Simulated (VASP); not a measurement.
# HfZrSe3 in VASP: a series of runs, part 2 of 2

VASP 6.6.1.

**3. Relaxation of cell and atoms, PBE**

This run uses another cell than the first one, of 23.05 Å³/atom, 1.065 times its volume.

INCAR

```
SYSTEM = HfZrSe3
ALGO     = Fast           ! electronic algorithm
EDIFF    = 1E-4           ! SCF threshold, eV
EDIFFG   = -0.08          ! ionic threshold
ENCUT    = 520            ! plane-wave cutoff, eV
GGA      = PE             ! functional
IBRION   = 2              ! ionic algorithm
ISIF     = 3              ! what is computed and relaxed
ISMEAR   = 0              ! smearing method
KPAR     = 2            
LASPH    = .True.         ! aspherical terms in the spheres
LCHARG   = .False.        ! write CHGCAR
LREAL    = Auto         
LWAVE    = .False.        ! write WAVECAR
NELM     = 60             ! most SCF steps
NSW      = 24             ! ionic steps
PREC     = Normal         ! precision mode
SIGMA    = 0.15           ! smearing width, eV
```

KPOINTS

```
k-points
0
Gamma
  3 3 3
  0 0 0
```

POSCAR

```
HfZrSe3
1.0
    3.2500000000      1.8763883700      6.3000000000
   -3.2500000000      1.8763883700      6.3000000000
    0.0000000000     -3.7527767500      6.3000000000
Zr Hf Se
2 2 6
Direct
    0.6450000000      0.6450000000      0.6450000000
    0.3550000000      0.3550000000      0.3550000000
    0.8540000000      0.8540000000      0.8540000000
    0.1460000000      0.1460000000      0.1460000000
    0.9510000000      0.5620000000      0.2220000000
    0.2220000000      0.9510000000      0.5620000000
    0.5620000000      0.2220000000      0.9510000000
    0.0490000000      0.4380000000      0.7780000000
    0.7780000000      0.0490000000      0.4380000000
    0.4380000000      0.7780000000      0.0490000000
```

Potentials or basis: VASP PAW PBE potentials, release 64 (Zr_sv, Hf_pv, Se).

The run is started by

```sh
$ cat potpaw_PBE.64/Zr_sv/POTCAR potpaw_PBE.64/Hf_pv/POTCAR potpaw_PBE.64/Se/POTCAR > POTCAR
$ mpirun -np 2 vasp_std > vasp.out
```

Run time: 4.6 min. Hardware: 2 MPI ranks of Intel Xeon Platinum 8488C (Sapphire Rapids), shared host; peak memory 0.3 GiB.

It converged, with:

* Free energy: -70.3353 eV
* Relaxed volume: 24.04 Å³/atom
* Relaxed cell: a = 7.334 Å, b = 7.334 Å, c = 7.334 Å, α = 54.08°, β = 54.08°, γ = 54.08°
* Space group after relaxing (to 0.05 Å): R-3 (No. 148)
* Energy gained by relaxing: 275.3 meV/atom
* Ionic steps: 15
* Pressure after relaxing: 0.0 GPa
* Largest force after relaxing: 0.059 eV/Å
* Band gap on the k mesh: none (metal or under the smearing width)

Forces on the atoms (eV/Å):
```
Zr   0.000  0.000 -0.017
Zr   0.000  0.000  0.017
Hf   0.000  0.000 -0.059
Hf   0.000  0.000  0.059
Se  -0.013 -0.045  0.032
Se   0.046  0.011  0.032
Se  -0.033  0.034  0.032
Se   0.013  0.045 -0.032
Se  -0.046 -0.011 -0.032
Se   0.033 -0.034 -0.032
```

Stress tensor (GPa, compression positive):
```
-0.14  0.00  0.00
 0.00 -0.14  0.00
 0.00  0.00  0.37
```

Step by step:
| step | energy change (eV) | largest force (eV/Å) | pressure (GPa) | volume (Å³) |
| --- | --- | --- | --- | --- |
| 1 | 0.0000 | 2.8082 | 8.94 | 230.51 |
| 2 | -0.9199 | 0.8374 | -8.11 | 275.98 |
| 3 | -1.4501 | 1.0187 | -3.29 | 256.14 |
| 4 | -1.8860 | 0.7824 | -0.11 | 244.84 |
| 5 | -1.9292 | 0.6751 | 1.67 | 239.99 |
| 6 | -2.1471 | 0.6925 | 0.40 | 242.92 |
| 7 | -2.3340 | 0.8721 | -1.73 | 248.80 |
| 8 | -2.5061 | 0.7197 | -0.69 | 245.24 |
| 9 | -2.5693 | 0.6202 | 0.35 | 242.10 |
| 10 | -2.6737 | 0.3308 | -0.34 | 242.91 |
| 11 | -2.7262 | 0.1073 | -1.13 | 243.93 |
| 12 | -2.7439 | 0.1447 | 0.71 | 238.85 |
| 13 | -2.7458 | 0.1150 | 0.34 | 240.01 |
| 14 | -2.7457 | 0.1090 | 0.22 | 240.26 |
| 15 | -2.7527 | 0.0591 | 0.03 | 240.37 |

Final structure:
```yaml
crystal:
  lattice:
    - [3.33399, 1.92488, 6.24253]
    - [-3.33399, 1.92488, 6.24253]
    - [0.00000, -3.84976, 6.24253]
  atoms:
    - { symbol: Zr, position: [0.66601, 0.66601, 0.66601] }
    - { symbol: Zr, position: [0.33399, 0.33399, 0.33399] }
    - { symbol: Hf, position: [0.83239, 0.83239, 0.83239] }
    - { symbol: Hf, position: [0.16761, 0.16761, 0.16761] }
    - { symbol: Se, position: [0.91890, 0.58339, 0.24380] }
    - { symbol: Se, position: [0.24380, 0.91890, 0.58339] }
    - { symbol: Se, position: [0.58339, 0.24380, 0.91890] }
    - { symbol: Se, position: [0.08110, 0.41661, 0.75620] }
    - { symbol: Se, position: [0.75620, 0.08110, 0.41661] }
    - { symbol: Se, position: [0.41661, 0.75620, 0.08110] }
```

Levels at points of the mesh, in eV from the Fermi level:
```csv
k point,band 36,band 37,band 38,band 39,band 40,band 41,band 42,band 43,band 44,band 45
"(0.00, 0.00, 0.00)",-1.45,-1.45,-1.42,-0.87,0.03,0.03,0.52,0.52,0.61,0.61
```

Caveat: the k mesh is coarse (spacing up to 0.39 Å⁻¹), so the values aren't converged. The run has no spin-orbit coupling, so splittings on Hf are missing.
